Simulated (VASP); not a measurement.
Consider the following.

```yaml
crystal:
  lattice:
    - [3.22396, 0.00000, 0.00000]
    - [-1.61198, 2.79203, 0.00000]
    - [0.00000, 0.00000, 5.41372]
  atoms:
    - { symbol: Li, position: [0.66667, 0.33333, 0.38240] }
    - { symbol: Li, position: [0.33333, 0.66667, 0.61760] }
    - { symbol: Hf, position: [0.00000, 0.00000, 0.00000] }
    - { symbol: N, position: [0.66667, 0.33333, 0.77951] }
    - { symbol: N, position: [0.33333, 0.66667, 0.22049] }
```

Level of theory: PBEsol GGA, VASP's PBE PAW potentials (set 64) (plane waves; VASP). Run with 520 eV cut-off, 14×14×8 Γ-centred mesh, Gaussian smearing of 0.010 eV, potentials Li_sv Hf_pv N.

Problem. The job: Li2HfN2 (space group P-3m1), 5 atoms, PBEsol, optics run with many empty bands, 520 eV, 14×14×8 Γ-centred mesh. Roughly how much core time does it take on a busy server core?

Solution. About 2 core-minutes (one run on a shared machine, a rough figure). It had 168 irreducible k-points, 51 bands, up to 1332 plane waves and 15 electronic steps.

The structure comes from a computed database's Li2HfN2 entry (P-3m1); how it stands against other phases isn't given here. It was relaxed first.
